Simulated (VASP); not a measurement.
Method: TPSS meta-GGA, VASP's PBE PAW potentials (set 64) (plane waves; VASP 6.6.1).

Input for VASP

### POSCAR
```
MgH2
1
    4.4851654906    -0.0000000000     0.0000000000
   -0.0000000000     4.4851654906     0.0000000000
    0.0000000000     0.0000000000     2.9959975163
Mg H
2 4
Direct
  0.0000000000   0.0000000000   0.0000000000
  0.5000000000   0.5000000000   0.5000000000
  0.3043043859   0.3043043859   0.0000000000
  0.8043043859   0.1956956141   0.5000000000
  0.1956956141   0.8043043859   0.5000000000
  0.6956956141   0.6956956141   0.0000000000
```

INCAR:
```
SYSTEM = MgH2
PREC = Accurate
ENCUT = 520
EDIFF = 1E-6
NELM = 100
ALGO = Normal
LREAL = .FALSE.
LASPH = .TRUE.
ISMEAR = 0
SIGMA = 0.05
METAGGA = TPSS
LMIXTAU = .TRUE.
LWAVE = .FALSE.
LCHARG = .FALSE.
IBRION = 2
ISIF = 3
NSW = 60
EDIFFG = -0.02
```

### KPOINTS
```
Automatic mesh
0
Gamma
5 5 7
0 0 0
```

POTCAR, in this order: Mg H (PBE.64 set). Program: vasp_std.

Q: What does the run give for the energy per atom (σ→0), volume per atom?

A: 
```
Property                        Value
---------------------  --------------
energy per atom (σ→0)  -4.419 eV/atom
volume per atom          9.90 Å³/atom
```

### OSZICAR
```
...
DAV:   9    -0.265168109693E+02   -0.26004E-06   -0.76931E-07   384   0.178E-02
   3 F= -.26516811E+02 E0= -.26516811E+02  d E =-.204904E-02
       N       E                     dE             d eps       ncg     rms          rms(c)
DAV:   1    -0.265169931598E+02   -0.18245E-03   -0.18116E-03   496   0.338E-01    0.182E-02
DAV:   2    -0.265169909334E+02    0.22263E-05   -0.14329E-05   400   0.446E-02    0.118E-02
DAV:   3    -0.265169920485E+02   -0.11151E-05   -0.38276E-05   384   0.672E-02    0.346E-03
DAV:   4    -0.265169923544E+02   -0.30586E-06   -0.25380E-06   384   0.180E-02
   4 F= -.26516992E+02 E0= -.26516992E+02  d E =-.181385E-03
```

The compound is MgH2 in the rutile structure. This run relaxes it. Symmetry was kept, so distortions that lower it aren't found. The start is the result of an earlier pass.
